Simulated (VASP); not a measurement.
Method: PBE GGA, VASP's PBE PAW potentials (set 64) (plane waves; VASP).

A VASP calculation is set up with these files.

KPOINTS:
```
Automatic mesh
0
Gamma
11 11 3
0 0 0
```

### POSCAR
```
MoTe2
1.0
  1.6601156962  -2.8753989874   0.0000000000
  1.6601156962   2.8753989874   0.0000000000
  0.0000000000   0.0000000000  12.7316272287
Te Mo
4 2
Cart
  1.6601156962   0.9584682461  11.3857944796
  1.6601156962  -0.9584682461   5.0199808653
  1.6601156962  -0.9584682461   1.3458327491
  1.6601156962   0.9584682461   7.7116463634
  1.6601156962   0.9584682461   3.1829068072
  1.6601156962  -0.9584682461   9.5487204215
```

**INCAR**
```
ALGO=Normal
EDIFF=1E-6
EDIFFG=-0.02
ENCUT=500
GGA=PE
IBRION=2
ISIF=3
ISMEAR=1
LASPH=.TRUE.
LCHARG=.FALSE.
LMAXMIX=4
LREAL=.FALSE.
LWAVE=.FALSE.
NELM=100
NSW=40
PREC=Accurate
PSTRESS=300
SIGMA=0.1
SYSTEM=MoTe2
```

POTCAR, in this order: Te Mo_sv (PBE.64 set). Program: vasp_std.

Energy and stress use the plane-wave basis of the starting cell. Without a dispersion term in the relaxation, distances and binding between the weakly bound layers, chains or molecules are unreliable, and so is what depends on them. Unless said otherwise, spin-orbit coupling is left out, though it shifts the bands of the heavy elements here.

Task: Estimate the energy per atom (σ→0), volume per atom, band gap (on the k-mesh).

Result: 
The energy per atom (σ→0) is -5.542 eV/atom and the band gap (on the k-mesh) is none (metal, semimetal or under 0.01 eV). The volume per atom comes out as 19.04 Å³/atom.

### OSZICAR
```
...
DAV:   2    -0.332577978389E+02    0.34576E-02   -0.69742E-02  2212   0.142E+00    0.467E-01
DAV:   3    -0.332550126237E+02    0.27852E-02   -0.19655E-02  2202   0.580E-01    0.267E-01
DAV:   4    -0.332548806260E+02    0.13200E-03   -0.10234E-03  2246   0.168E-01    0.791E-02
DAV:   5    -0.332547460556E+02    0.13457E-03   -0.59666E-04  2330   0.136E-01    0.588E-02
DAV:   6    -0.332547309884E+02    0.15067E-04   -0.65749E-05  2484   0.405E-02    0.123E-02
DAV:   7    -0.332547297234E+02    0.12650E-05   -0.32621E-06  1942   0.949E-03    0.551E-03
DAV:   8    -0.332547297339E+02   -0.10489E-07   -0.44970E-07  1174   0.391E-03
  10 F= -.11866155E+02 E0= -.11866199E+02  d E =-.206275E-03
```

The compound is MoTe2 in the 2H layered structure. This run relaxes it under an external pressure of 30 GPa. Symmetry was kept, so distortions that lower it aren't found.
